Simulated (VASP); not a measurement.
# CdF2: the band gap up a ladder of functionals, part 3 of 7

Wanted: bands and gap of CdF2 from one functional after another. The start is a cell from a database of measured crystal structures.

VASP 6.6.1, plane waves and PAW; the level of theory is named at each step.

Still holding for the runs below: Spin-orbit coupling is off here; it would split degenerate levels.

So far, least gap on mesh and path (eV): step 2 (bands, level LDA, k 5×5×5) 2.80; step 3 (bands, level PBE, k 5×5×5) 3.07; step 4 (bands, level r2SCAN, k 5×5×5) 3.75; step 5 (bands, level TB-mBJ, k 5×5×5) 6.62; step 6 (bands, level SCAN, k 5×5×5) 3.64.

### Step 7. Bands with TPSS, k 5×5×5

This step: TPSS; plane waves and PAW (Cd, F) (VASP 6.6.1).

TPSS is an older meta-GGA.

Input file INCAR:

```
SYSTEM = CdF2
PREC = Accurate
ENCUT = 520
EDIFF = 1E-06
NELM = 100
ISMEAR = 0
SIGMA = 0.02
LREAL = .FALSE.
ALGO = Normal
METAGGA = TPSS
LASPH = .TRUE.
NBANDS = 26
LORBIT = 11
LWAVE = .FALSE.
LCHARG = .FALSE.
KPAR = 4
```

Input file POSCAR:

```
CdF2
1.0
    0.0000000000      2.6940000000      2.6940000000
    2.6940000000      0.0000000000      2.6940000000
    2.6940000000      2.6940000000      0.0000000000
Cd F
1 2
Direct
    0.0000000000      0.0000000000      0.0000000000
    0.2500000000      0.2500000000      0.2500000000
    0.7500000000      0.7500000000      0.7500000000
```

Input file KPOINTS:

```
Automatic mesh
0
Gamma
5 5 5
0 0 0
```

Input file KPOINTS_OPT:

```
Line mode
16
Line-mode
Reciprocal
  0.00000000   0.00000000   0.00000000 GAMMA
  0.50000000   0.00000000   0.50000000 X

  0.50000000   0.00000000   0.50000000 X
  0.50000000   0.25000000   0.75000000 W

  0.50000000   0.25000000   0.75000000 W
  0.37500000   0.37500000   0.75000000 K

  0.37500000   0.37500000   0.75000000 K
  0.00000000   0.00000000   0.00000000 GAMMA

  0.00000000   0.00000000   0.00000000 GAMMA
  0.50000000   0.50000000   0.50000000 L

  0.50000000   0.50000000   0.50000000 L
  0.62500000   0.25000000   0.62500000 U

  0.62500000   0.25000000   0.62500000 U
  0.50000000   0.25000000   0.75000000 W

  0.50000000   0.25000000   0.75000000 W
  0.50000000   0.50000000   0.50000000 L

  0.50000000   0.50000000   0.50000000 L
  0.37500000   0.37500000   0.75000000 K

  0.62500000   0.25000000   0.62500000 U
  0.50000000   0.00000000   0.50000000 X
```

Potentials, in the order of the species: Cd and F (PBE family, release 64).

Command:

```console
$ mpirun -np 4 vasp_std
```

Numbers of over 12 decimals in the logs are rounded to 6 here.

The log of the run:

```text
[... set-up lines as in an earlier step ...]
 entering main loop
       N       E                     dE             d eps       ncg     rms          rms(c)
DAV:   1     0.207823589319E+03    0.20782E+03   -0.14801E+04   560   0.102E+03
DAV:   2     0.367771456720E+01   -0.20415E+03   -0.19290E+03   584   0.313E+02
DAV:   3    -0.493864467965E+01   -0.86164E+01   -0.85844E+01   604   0.674E+01
DAV:   4    -0.497086235119E+01   -0.32218E-01   -0.32215E-01   582   0.414E+00
[...]
DAV:  15    -0.245030533441E+02    0.29334E-04   -0.11249E-04   544   0.144E-01    0.131E-02
DAV:  16    -0.245030608611E+02   -0.75170E-05   -0.33789E-05   534   0.437E-02    0.355E-03
DAV:  17    -0.245030613592E+02   -0.49811E-06   -0.12841E-06   512   0.779E-03
   1 F= -.24503061E+02 E0= -.24503061E+02  d E =-.190035E-24
 Start KPOINTS_OPT (optional k-point list driver)
k-point batch [1-10\160]
       N       E                     dE             ncg
DAV:   1     0.297517210021E+03   -0.21800E+04      536
DAV:   2    -0.173918135662E+04   -0.20367E+04      630
DAV:   3    -0.182617228264E+04   -0.86991E+02      548
DAV:   4    -0.182654166168E+04   -0.36938E+00      526
DAV:   5    -0.182654284190E+04   -0.11802E-02      530
DAV:   6    -0.182654284794E+04   -0.60324E-05      538
DAV:   7    -0.182654284797E+04   -0.35126E-07      370
[...]
k-point batch [151-160\160]
       N       E                     dE             ncg
DAV:   1     0.171952133762E+03   -0.99067E+04      552
DAV:   2    -0.178604654008E+04   -0.19580E+04      570
DAV:   3    -0.186138968200E+04   -0.75343E+02      662
DAV:   4    -0.186168826737E+04   -0.29859E+00      624
DAV:   5    -0.186168920911E+04   -0.94173E-03      670
DAV:   6    -0.186168921368E+04   -0.45752E-05      624
DAV:   7    -0.186168921371E+04   -0.31914E-07      504
```

Wall time 2.6 min (4 MPI ranks of AMD EPYC 7R43, shared host); peak memory 0.54 GiB; 10 min of CPU time.

OUTCAR, selected parts (step 7):

```text
  Total        0.7846228      0.7846228      0.7846228     -0.0000000     -0.0000000      0.0000000
  in kB       32.1476131     32.1476131     32.1476131     -0.0000000     -0.0000000      0.0000000
  external PRESSURE =      32.1476131 kB  Pullay stress =       0.0000000 kB

 POSITION                                       TOTAL-FORCE (eV/Angst)
 -----------------------------------------------------------------------------------
      0.00000      0.00000      0.00000         0.000000      0.000000      0.000000
      1.34700      1.34700      1.34700         0.000000      0.000000     -0.000000
      4.04100      4.04100      4.04100        -0.000000     -0.000000      0.000000
 -----------------------------------------------------------------------------------
    total drift:                               -0.000000     -0.000000      0.000000

  FREE ENERGIE OF THE ION-ELECTRON SYSTEM (eV)
  ---------------------------------------------------
  free  energy   TOTEN  =       -24.5030613592 eV

  energy  without entropy=      -24.5030613592  energy(sigma->0) =      -24.50306136

[... 2 parts as in an earlier step ...]

[... 1 further part left out ...]
[key lines of the parts left out:]
E-fermi :  -1.4074
```

At this level the cell is under a pressure of 3.2 GPa, so at these settings it is away from equilibrium.

The electronic bands at the labelled points (eV, zero at the valence-band top; v1 is the highest filled band, c1 the lowest empty one):

```csv
point,v4,v3,v2,v1,c1,c2
Γ,-1.00,-0.47,-0.47,-0.47,3.34,13.06
0.47 of the way,-1.75,-0.49,-0.33,-0.33,5.34,11.20
X,-3.00,-0.53,-0.09,-0.09,8.33,9.92
0.47 of the way,-2.58,-0.57,-0.49,-0.05,8.36,10.44
W,-1.54,-1.54,-0.62,0.00,8.40,11.98
0.53 of the way,-2.08,-1.08,-0.53,-0.07,8.33,11.25
K,-2.30,-0.97,-0.36,-0.20,8.28,11.02
0.47 of the way,-1.51,-1.19,-0.42,-0.40,6.10,10.98
Γ,-1.00,-0.47,-0.47,-0.47,3.34,13.06
0.47 of the way,-1.34,-1.01,-0.44,-0.44,5.02,11.38
L,-1.88,-1.88,-0.38,-0.38,7.47,9.56
0.47 of the way,-2.07,-1.51,-0.40,-0.32,7.73,10.01
U,-2.30,-0.97,-0.36,-0.20,8.28,11.02
0.47 of the way,-2.08,-1.08,-0.53,-0.07,8.33,11.25
W,-1.54,-1.54,-0.62,0.00,8.40,11.98
0.47 of the way,-1.86,-1.50,-0.48,-0.21,7.90,10.33
L,-1.88,-1.88,-0.38,-0.38,7.47,9.56
0.53 of the way,-2.12,-1.45,-0.40,-0.31,7.80,10.14
K,-2.30,-0.97,-0.36,-0.20,8.28,11.02
jump to U,-2.30,-0.97,-0.36,-0.20,8.28,11.02
0.47 of the way,-2.66,-0.60,-0.25,-0.12,8.34,10.26
X,-3.00,-0.53,-0.09,-0.09,8.33,9.92
```

The largest weight of each band there:

```
point      v4      v3      v2      v1       c1       c2
    Γ  F 0.98  F 0.63  F 0.63  F 0.63  Cd 0.76  Cd 0.99
    X  F 0.94  F 1.00  F 0.86  F 0.86  Cd 0.70  Cd 0.74
    W  F 0.80  F 0.80  F 1.00  F 0.86  Cd 0.67  Cd 0.62
    K  F 0.62  F 0.95  F 0.92  F 0.82  Cd 0.67  Cd 0.66
    Γ  F 0.98  F 0.63  F 0.63  F 0.63  Cd 0.76  Cd 0.99
    L  F 0.96  F 0.96  F 0.71  F 0.71  Cd 0.60   F 0.62
```

The gap is 3.34 eV, indirect, from W to Γ. Against LDA that is +0.55 eV; this run took 5.5 times the core time.

### Step 8. Starting orbitals for the hybrid with PBE, k 5×5×5

This step: PBE; plane waves and PAW (Cd, F) (VASP 6.6.1).

A hybrid converges badly from random orbitals, so a cheap semilocal run writes a WAVECAR on the same mesh first.

Input file INCAR:

```
SYSTEM = CdF2
PREC = Accurate
ENCUT = 520
EDIFF = 1E-05
NELM = 100
ISMEAR = 0
SIGMA = 0.02
LREAL = .FALSE.
ALGO = Normal
GGA = PE
NBANDS = 19
LORBIT = 11
LWAVE = .TRUE.
LCHARG = .FALSE.
KPAR = 4
```

POSCAR is that of step 7.

KPOINTS is that of step 7.

Command:

```console
$ mpirun -np 4 vasp_std
```

The log of the run:

```text
[... set-up lines as in an earlier step ...]
 entering main loop
       N       E                     dE             d eps       ncg     rms          rms(c)
DAV:   1     0.197812397222E+03    0.19781E+03   -0.15922E+04   388   0.140E+03
DAV:   2    -0.423951373707E+01   -0.20205E+03   -0.19431E+03   406   0.352E+02
DAV:   3    -0.125325688704E+02   -0.82931E+01   -0.82723E+01   422   0.800E+01
DAV:   4    -0.125662690950E+02   -0.33700E-01   -0.33697E-01   413   0.534E+00
DAV:   5    -0.125663863271E+02   -0.11723E-03   -0.11723E-03   419   0.290E-01    0.103E+01
DAV:   6    -0.108291448874E+02    0.17372E+01   -0.43139E+00   477   0.386E+01    0.739E+00
DAV:   7    -0.108742918954E+02   -0.45147E-01   -0.88335E-01   380   0.882E+00    0.427E+00
DAV:   8    -0.108675280632E+02    0.67638E-02   -0.14190E-01   386   0.365E+00    0.707E-01
DAV:   9    -0.108586268160E+02    0.89012E-02   -0.35717E-02   454   0.238E+00    0.872E-02
DAV:  10    -0.108592050675E+02   -0.57825E-03   -0.30295E-03   389   0.623E-01    0.119E-01
DAV:  11    -0.108592994309E+02   -0.94363E-04   -0.13096E-04   404   0.124E-01    0.381E-02
DAV:  12    -0.108593231301E+02   -0.23699E-04   -0.44422E-05   383   0.596E-02    0.185E-02
DAV:  13    -0.108593250331E+02   -0.19030E-05   -0.65042E-06   309   0.214E-02
   1 F= -.10859325E+02 E0= -.10859325E+02  d E =-.606722E-25
 writing wavefunctions
```

Run time: 7.6 s. Hardware: 4 MPI ranks; peak memory 0.46 GiB.

OUTCAR, selected parts (step 8):

```text
   k-points           NKPTS =     10   k-points in BZ     NKDIM =     10   number of bands    NBANDS=     19

   NELECT =      26.0000    total number of electrons

 E-fermi :  -1.2500

 k-point     1 :       0.0000    0.0000    0.0000
  band No.  band energies     occupation
    ...
      9      -2.2828      2.00000
     10      -2.2828      2.00000
     11      -1.8108      2.00000
     12      -1.8108      2.00000
     13      -1.8108      2.00000
     14       1.7563      0.00000
     15      11.3922      0.00000
     16      11.3922      0.00000
     17      11.3922      0.00000
     18      16.3263      0.00000
    ...

  Total        1.5208329      1.5208329      1.5208329     -0.0000000     -0.0000000      0.0000000
  in kB       62.3116578     62.3116578     62.3116578     -0.0000000     -0.0000000      0.0000000
  external PRESSURE =      62.3116578 kB  Pullay stress =       0.0000000 kB

 POSITION                                       TOTAL-FORCE (eV/Angst)
 -----------------------------------------------------------------------------------
      0.00000      0.00000      0.00000         0.000000     -0.000000      0.000000
      1.34700      1.34700      1.34700        -0.000000      0.000000     -0.000000
      4.04100      4.04100      4.04100        -0.000000      0.000000      0.000000
 -----------------------------------------------------------------------------------
    total drift:                                0.000000      0.000000      0.000000

  FREE ENERGIE OF THE ION-ELECTRON SYSTEM (eV)
  ---------------------------------------------------
  free  energy   TOTEN  =       -10.8593250331 eV

  energy  without entropy=      -10.8593250331  energy(sigma->0) =      -10.85932503

[... 7 parts as in an earlier step ...]

[... 9 further parts left out ...]
```

The gap is read on the k-mesh alone, so it is an upper bound where the band edges lie off the mesh.

A gap read on the k-mesh alone can miss the band edges.

This step gave:

- SCF cycles: 13
- bands: 19
- free energy (TOTEN): -10.86 eV
- Fermi energy: -1.25 eV
- pressure: 6.231 GPa
- valence top at k: -0.4, 0.4, 0.2
- gap on the k-mesh: 3.150 eV
- least direct gap on the k-mesh: 3.567 eV

### Step 9. Bands with HSE06, k 5×5×5

This step: HSE06; plane waves and PAW (Cd, F) (VASP 6.6.1).

HSE06 mixes in a quarter of exact exchange at short range, at far higher cost; in semiconductors this cures much of the gap error, while metals seldom gain.

Input file INCAR:

```
SYSTEM = CdF2
PREC = Accurate
ENCUT = 520
EDIFF = 1E-06
NELM = 100
ISMEAR = 0
SIGMA = 0.02
LREAL = .FALSE.
ALGO = Normal
LHFCALC = .TRUE.
AEXX = 0.25
GGA = PE
HFSCREEN = 0.2
LASPH = .TRUE.
NBANDS = 19
PRECFOCK = Fast
LORBIT = 11
LWAVE = .FALSE.
LCHARG = .FALSE.
KPAR = 4
```

POSCAR is that of step 8.

KPOINTS is that of step 8.

Edit KPOINTS_OPT of step 7 so:

```diff
@@ -1,3 +1,3 @@
 Line mode
-16
+6
 Line-mode
```

The run starts from files that an earlier step left in the folder.

Command:

```console
$ mpirun -np 4 vasp_std
```

The log of the run:

```text
[banner, memory and clock lines left out]
running    4 mpi-ranks, on    1 nodes
[...]
LDA part: xc-table for (Slater+PW92), standard interpolation
 found WAVECAR, reading the header
 POSCAR, INCAR and KPOINTS ok, starting setup
[...]
reading WAVECAR
 the WAVECAR file was read successfully
 initial charge from wavefunction
 entering main loop
       N       E                     dE             d eps       ncg     rms          rms(c)
DAV:   1    -0.143939522237E+02   -0.14394E+02   -0.59953E-01   380   0.659E+00    0.102E+00
DAV:   2    -0.143917427065E+02    0.22095E-02   -0.36656E-02   383   0.174E+00    0.764E-01
DAV:   3    -0.143891940700E+02    0.25486E-02   -0.10248E-02   404   0.933E-01    0.473E-01
DAV:   4    -0.143888808257E+02    0.31324E-03   -0.58973E-04   392   0.321E-01    0.286E-01
DAV:   5    -0.143887011009E+02    0.17972E-03   -0.17531E-04   386   0.173E-01    0.171E-01
DAV:   6    -0.143886544676E+02    0.46633E-04   -0.31827E-05   380   0.648E-02    0.102E-01
DAV:   7    -0.143886388276E+02    0.15640E-04   -0.73494E-06   383   0.375E-02    0.614E-02
DAV:   8    -0.143886348243E+02    0.40033E-05   -0.41608E-06   380   0.240E-02    0.383E-02
DAV:   9    -0.143886339761E+02    0.84819E-06   -0.94066E-07   303   0.122E-02
   1 F= -.14388634E+02 E0= -.14388634E+02  d E =-.154727E-15
 Start KPOINTS_OPT (optional k-point list driver)
k-point batch [1-10\60]
       N       E                     dE             ncg
DAV:   1     0.258520254359E+03   -0.64559E+04      380
DAV:   2    -0.217361024548E+04   -0.24321E+04      415
DAV:   3    -0.230898719907E+04   -0.13538E+03      413
DAV:   4    -0.231060992339E+04   -0.16227E+01      425
DAV:   5    -0.231061689053E+04   -0.69671E-02      422
DAV:   6    -0.231061691697E+04   -0.26435E-04      413
DAV:   7    -0.231061691708E+04   -0.10984E-06      269
[...]
k-point batch [51-60\60]
       N       E                     dE             ncg
DAV:   1     0.291654646648E+03   -0.93696E+04      380
DAV:   2    -0.219015132197E+04   -0.24818E+04      404
DAV:   3    -0.232500087868E+04   -0.13485E+03      413
DAV:   4    -0.232675288573E+04   -0.17520E+01      425
DAV:   5    -0.232676021115E+04   -0.73254E-02      416
DAV:   6    -0.232676023942E+04   -0.28268E-04      413
DAV:   7    -0.232676023952E+04   -0.10093E-06      277
```

Elapsed: 19 min, on 4 MPI ranks; peak memory 0.98 GiB.

OUTCAR, selected parts (step 9):

```text
 POSITION                                       TOTAL-FORCE (eV/Angst)
 -----------------------------------------------------------------------------------
      0.00000      0.00000      0.00000        -0.000000     -0.000000      0.000000
      1.34700      1.34700      1.34700        -0.000000     -0.000000     -0.000000
      4.04100      4.04100      4.04100         0.000000      0.000000      0.000000
 -----------------------------------------------------------------------------------
    total drift:                                0.000019     -0.000015      0.000009

  FREE ENERGIE OF THE ION-ELECTRON SYSTEM (eV)
  ---------------------------------------------------
  free  energy   TOTEN  =       -14.3886339761 eV

  energy  without entropy=      -14.3886339761  energy(sigma->0) =      -14.38863398

[... 1 part as in an earlier step ...]

[... 2 further parts left out ...]
[key lines of the parts left out:]
E-fermi :  -2.8540
```

Electronic bands along the path, in eV, zero at the valence-band top; v1 is the highest filled band, c1 the lowest empty one:

| point | v4 | v3 | v2 | v1 | c1 | c2 |
| --- | --- | --- | --- | --- | --- | --- |
| Γ | -1.01 | -0.58 | -0.58 | -0.58 | 5.19 | 15.00 |
| 0.40 of the way | -1.66 | -0.57 | -0.41 | -0.41 | 6.77 | 13.33 |
| X | -3.11 | -0.53 | -0.09 | -0.09 | 10.46 | 11.91 |
| 0.40 of the way | -2.79 | -0.57 | -0.40 | -0.06 | 10.49 | 12.31 |
| W | -1.60 | -1.60 | -0.63 | 0.00 | 10.54 | 13.58 |
| 0.60 of the way | -2.24 | -1.07 | -0.52 | -0.09 | 10.45 | 13.22 |
| K | -2.46 | -0.99 | -0.36 | -0.22 | 10.41 | 13.05 |
| 0.40 of the way | -1.71 | -1.46 | -0.47 | -0.40 | 8.52 | 12.64 |
| Γ | -1.01 | -0.58 | -0.58 | -0.58 | 5.19 | 15.00 |
| 0.40 of the way | -1.30 | -0.91 | -0.53 | -0.53 | 6.48 | 13.54 |
| L | -1.93 | -1.93 | -0.45 | -0.45 | 9.53 | 11.27 |
| 0.40 of the way | -2.10 | -1.61 | -0.45 | -0.39 | 9.74 | 11.62 |
| U | -2.46 | -0.99 | -0.36 | -0.22 | 10.41 | 13.05 |
| 0.40 of the way | -2.24 | -1.07 | -0.52 | -0.09 | 10.45 | 13.22 |
| W | -1.60 | -1.60 | -0.63 | 0.00 | 10.54 | 13.58 |
| 0.40 of the way | -1.85 | -1.56 | -0.53 | -0.19 | 10.11 | 12.26 |
| L | -1.93 | -1.93 | -0.45 | -0.45 | 9.53 | 11.27 |
| 0.40 of the way | -2.10 | -1.61 | -0.45 | -0.39 | 9.74 | 11.62 |
| K | -2.46 | -0.99 | -0.36 | -0.22 | 10.41 | 13.05 |
| jump to U | -2.46 | -0.99 | -0.36 | -0.22 | 10.41 | 13.05 |
| 0.60 of the way | -2.92 | -0.56 | -0.20 | -0.12 | 10.47 | 12.11 |
| X | -3.11 | -0.53 | -0.09 | -0.09 | 10.46 | 11.91 |

The largest weight of each band there:

```csv
point,v4,v3,v2,v1,c1,c2
Γ,F 0.98,F 0.66,F 0.66,F 0.66,Cd 0.76,Cd 0.99
X,F 0.94,F 1.00,F 0.87,F 0.87,Cd 0.74,Cd 0.75
W,F 0.83,F 0.83,F 1.00,F 0.88,Cd 0.70,F 0.70
K,F 0.67,F 0.95,F 0.93,F 0.84,Cd 0.70,Cd 0.67
Γ,F 0.98,F 0.66,F 0.66,F 0.66,Cd 0.76,Cd 0.99
L,F 0.96,F 0.96,F 0.73,F 0.73,Cd 0.64,F 0.62
```

The gap is 5.19 eV, indirect, from W to Γ. Against LDA that is +2.39 eV; this run took 40 times the core time, on fewer points of the path.

[end of part 3 of 7]

[Lines on the potential files, build, host, timing and source positions are cut from VASP's logs without a mark.]

[Logs are printed without paths, hosts, clocks, repeated set-up lines and the standing remarks that a program may print on its own settings, such as how far it seeks lower states.]

[Hosts, paths, dates, database ids (printed as entryN), source tags and the programs' standing remarks are cut or masked in the printed files.]

[Measured values are set beside computed ones only where the two were judged alike; some that the calculation misses by far are left out.]
